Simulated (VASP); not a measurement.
Given:

```
SnSe2
1.0
    1.93632    -3.35380     0.00000
    1.93632     3.35380     0.00000
    0.00000     0.00000     6.89552
Sn Se
1 2
Cartesian
  0.00000   0.00000   6.89552
  1.93632   1.11794   1.59507
  1.93632  -1.11794   5.30045
```

Calculation: PBE GGA, VASP's PBE PAW potentials (set 64) (plane waves; VASP). Numerical set-up: 480 eV cut-off, 6×6×4 Γ-centred mesh, Gaussian smearing of 0.050 eV, potentials Sn_d Se.

Without a dispersion term in the relaxation, distances and binding between the weakly bound layers, chains or molecules are unreliable, and so is what depends on them.

Predict the energy per atom (σ→0).

```
Item                           Result
---------------------  --------------
energy per atom (σ→0)  -3.955 eV/atom
```

The absolute energy has meaning only against runs of the same code, potentials and settings.

The compound is SnSe2 in the 1T layered structure. It was relaxed first, which changed the volume by +16 %.
